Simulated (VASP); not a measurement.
These are PBE GGA, VASP's PBE PAW potentials (set 64) (plane waves; VASP) values and carry that method's errors.

The input files of a VASP run:

**KPOINTS**
```
Regular mesh
0
Gamma
 5 5 1
```

### POSCAR
```
Pd16CO
1
    5.5764177466     0.0000000000     0.0000000000
    0.0000000000     5.5764177466     0.0000000000
    0.0000000000     0.0000000000    20.1058707861
Pd C O
16 1 1
Direct
  0.2500000000   0.2500000000   0.3543614437
  0.7500000000   0.2500000000   0.3562064033
  0.2500000000   0.7500000000   0.3562064033
  0.7500000000   0.7500000000   0.3532091367
  0.9980993910   0.9980993910   0.4515778313
  0.5019006090   0.9980993910   0.4515778313
  0.9980993910   0.5019006090   0.4515778313
  0.5019006090   0.5019006090   0.4515778313
  0.2500000000   0.2500000000   0.5471641373
  0.7500000000   0.2500000000   0.5488310260
  0.2500000000   0.7500000000   0.5488310260
  0.7500000000   0.7500000000   0.5530739164
  0.0050597645   0.0050597645   0.6492348260
  0.4949402355   0.0050597645   0.6492348260
  0.0050597645   0.4949402355   0.6492348260
  0.4949402355   0.4949402355   0.6492348260
  0.2500000000   0.2500000000   0.7008645035
  0.2500000000   0.2500000000   0.7607343743
```

**INCAR**
```
# general
SYSTEM  = Pd16CO
PREC    = Normal
ENCUT   = 400
LREAL   = F
LASPH   = T

# electronic loop
EDIFF   = 1E-6
NELM    = 100
NELMIN  = 4
ALGO    = Normal
LMAXMIX = 4

# smearing
ISMEAR  = 1
SIGMA   = 0.1

# functional
GGA     = PE

# output
LWAVE   = F
LCHARG  = F
LORBIT  = 11
LVHAR   = T

# other
LDIPOL  = T
IDIPOL  = 3
DIPOL   = 0.5 0.5 0.5
```

POTCAR, in this order: Pd C O (PBE.64 set). Program: vasp_std. Read from the step before: WAVECAR.

Output of the run:

File OUTCAR:
```
 ion  position               nearest neighbor table
   1  0.250  0.250  0.354-   5 2.79   6 2.79   7 2.79   8 2.79   2 2.79   3 2.79   3 2.79   2 2.79
  LATTYP: Found a simple tetragonal cell.
 ALAT       =     5.5764177466
 C/A-ratio  =     3.6055173231
 Subroutine PRICEL returns:
 Original cell was already a primitive cell.
 Subroutine GETGRP returns: Found  8 space group operations
The static configuration has the point symmetry C_1h.
 The point group associated with its full space group is C_4v.
The dynamic configuration has the point symmetry C_1h.
 Subroutine INISYM returns: Found  8 space group operations
 Subroutine IBZKPT returns following result:
 Found      6 irreducible k-points:

 Following reciprocal coordinates:
            Coordinates               Weight
  0.000000  0.000000  0.000000      1.000000
  0.200000  0.000000  0.000000      4.000000
  0.400000  0.000000  0.000000      4.000000
  0.200000  0.200000  0.000000      4.000000
  0.400000  0.200000  0.000000      8.000000
  0.400000  0.400000  0.000000      4.000000
   k-points           NKPTS =      6   k-points in BZ     NKDIM =      6   number of bands    NBANDS=    102
   number of dos      NEDOS =    301   number of ions     NIONS =     18
...
```

File OSZICAR:
```
       N       E                     dE             d eps       ncg     rms          rms(c)
DAV:   1    -0.942177000386E+02   -0.94218E+02   -0.51954E-03  1798   0.323E-01    0.408E-01
DAV:   2    -0.944972701075E+02   -0.27957E+00   -0.11586E+00  1772   0.447E+00    0.518E+00
DAV:   3    -0.942139895183E+02    0.28328E+00   -0.95501E-01  1844   0.410E+00    0.151E-01
DAV:   4    -0.942160091960E+02   -0.20197E-02   -0.61372E-03  1332   0.301E-01    0.146E-01
DAV:   5    -0.942159388520E+02    0.70344E-04   -0.75315E-04  1338   0.165E-01    0.285E-02
DAV:   6    -0.942159533712E+02   -0.14519E-04   -0.11143E-04  1386   0.483E-02    0.302E-02
DAV:   7    -0.942159502592E+02    0.31120E-05   -0.33624E-05  1344   0.310E-02    0.176E-02
DAV:   8    -0.942159487104E+02    0.15488E-05   -0.10045E-05  1082   0.166E-02    0.948E-03
DAV:   9    -0.942159482515E+02    0.45892E-06   -0.38360E-06   814   0.118E-02
   1 F= -.94215948E+02 E0= -.94203234E+02  d E =-.381424E-01
```

**OUTCAR**
```
------------------------ aborting loop because EDIFF is reached ----------------------------------------
  FORCE on cell =-STRESS in cart. coord.  units (eV):
  Direction    XX          YY          ZZ          XY          YZ          ZX
  --------------------------------------------------------------------------------------
  Total      -10.2754788    -10.2754788     -1.9014296      0.0000000      0.0000000      0.0000000
  in kB      -26.3317160    -26.3317160     -4.8725616      0.0000000      0.0000000      0.0000000
  external PRESSURE =     -19.1786645 kB  Pullay stress =       0.0000000 kB
  volume of cell :      625.22
      direct lattice vectors                 reciprocal lattice vectors
     5.576417747  0.000000000  0.000000000     0.179326594  0.000000000  0.000000000
     0.000000000  5.576417747  0.000000000     0.000000000  0.179326594  0.000000000
     0.000000000  0.000000000 20.105870786     0.000000000  0.000000000  0.049736717
 POSITION                                       TOTAL-FORCE (eV/Angst)
 -----------------------------------------------------------------------------------
      1.39410      1.39410      7.12475         0.000000     -0.000000      0.012122
      4.18231      1.39410      7.16184         0.000000     -0.000000      0.002686
      1.39410      4.18231      7.16184         0.000000     -0.000000      0.002686
      4.18231      4.18231      7.10158         0.000000     -0.000000      0.021299
      5.56582      5.56582      9.07937         0.012237      0.012237      0.010600
      2.79881      5.56582      9.07937        -0.012237      0.012237      0.010600
      5.56582      2.79881      9.07937         0.012237     -0.012237      0.010600
      2.79881      2.79881      9.07937        -0.012237     -0.012237      0.010600
      1.39410      1.39410     11.00121         0.000000     -0.000000     -0.027701
      4.18231      1.39410     11.03473         0.000000     -0.000000      0.001567
      1.39410      4.18231     11.03473         0.000000     -0.000000      0.001567
      4.18231      4.18231     11.12003         0.000000     -0.000000      0.026427
      0.02822      0.02822     13.05343        -0.009718     -0.009718     -0.023912
      2.75999      0.02822     13.05343         0.009718     -0.009718     -0.023912
      0.02822      2.75999     13.05343        -0.009718      0.009718     -0.023912
      2.75999      2.75999     13.05343         0.009718      0.009718     -0.023912
      1.39410      1.39410     14.09149         0.000000     -0.000000     -0.005877
      1.39410      1.39410     15.29523         0.000000     -0.000000      0.018475
 -----------------------------------------------------------------------------------
    total drift:                                0.000000      0.000000     -0.003796
  FREE ENERGIE OF THE ION-ELECTRON SYSTEM (eV)
  ---------------------------------------------------
  free  energy   TOTEN  =       -94.2159482515 eV

  energy  without entropy=      -94.1778058302  energy(sigma->0) =      -94.20323411

 total charge

# of ion       s       p       d       tot
------------------------------------------
    1        0.417   0.281   8.525   9.223
    2        0.440   0.294   8.507   9.241
    3        0.440   0.294   8.507   9.241
    4        0.430   0.279   8.517   9.226
    5        0.468   0.444   8.450   9.362
    6        0.468   0.444   8.450   9.362
    7        0.468   0.444   8.450   9.362
    8        0.468   0.444   8.450   9.362
    9        0.452   0.431   8.467   9.350
   10        0.464   0.428   8.447   9.338
   11        0.464   0.428   8.447   9.338
   12        0.467   0.418   8.473   9.357
   13        0.432   0.355   8.548   9.335
   14        0.432   0.355   8.548   9.335
   15        0.432   0.355   8.548   9.335
   16        0.432   0.355   8.548   9.335
   17        0.896   1.543   0.000   2.439
   18        1.636   3.492   0.000   5.129
--------------------------------------------------
tot          9.706  11.082 135.881 156.669
```
(Selected blocks of OUTCAR.)

### OUTCAR
```
 val. band max:        0.5143386045   @ k =   0.4000   0.4000   0.0000

 cond. band min:       0.5288135284   @ k =   0.4000   0.0000   0.0000


 Fermi energy:         0.5232206965

 k-point     1 :       0.0000    0.0000    0.0000
  band No.  band energies     occupation
      1     -21.7451      2.00000
      2      -9.0775      2.00000
      3      -5.9269      2.00000
      4      -5.7201      2.00000
      5      -5.7201      2.00000
      6      -5.5112      2.00000
      7      -4.3651      2.00000
      8      -4.1593      2.00000
      9      -4.1245      2.00000
     10      -4.1023      2.00000
     11      -4.0919      2.00000
     12      -4.0703      2.00000
     13      -4.0703      2.00000
     14      -4.0200      2.00000
     15      -3.8898      2.00000
     16      -3.8446      2.00000
     17      -3.8446      2.00000
     18      -3.5099      2.00000
     19      -3.4759      2.00000
     20      -3.3117      2.00000
     21      -3.1989      2.00000
     22      -3.1322      2.00000
     23      -3.1130      2.00000
     24      -3.1130      2.00000
     25      -2.7999      2.00000
     26      -2.7906      2.00000
     27      -2.7906      2.00000
     28      -2.4747      2.00000
     29      -2.3125      2.00000
     30      -2.2897      2.00000
     31      -2.2897      2.00000
     32      -2.2601      2.00000
     33      -2.2601      2.00000
     34      -2.2599      2.00000
     35      -2.2117      2.00000
     36      -2.0748      2.00000
     37      -1.9101      2.00000
     38      -1.9079      2.00000
     39      -1.9079      2.00000
     40      -1.8580      2.00000
     41      -1.8501      2.00000
     42      -1.8203      2.00000
     43      -1.8203      2.00000
     44      -1.4450      2.00000
     45      -1.4450      2.00000
     46      -1.4329      2.00000
     47      -1.3395      2.00000
     48      -1.3395      2.00000
     49      -1.2947      2.00000
     50      -1.2947      2.00000
     51      -1.1954      2.00000
...
```

At this cut-off the stress carries a Pulay error, which pulls relaxed volumes low.

The cell is a thin slab with vacuum, built from Pd (fcc): (100) face, CO adsorbed.
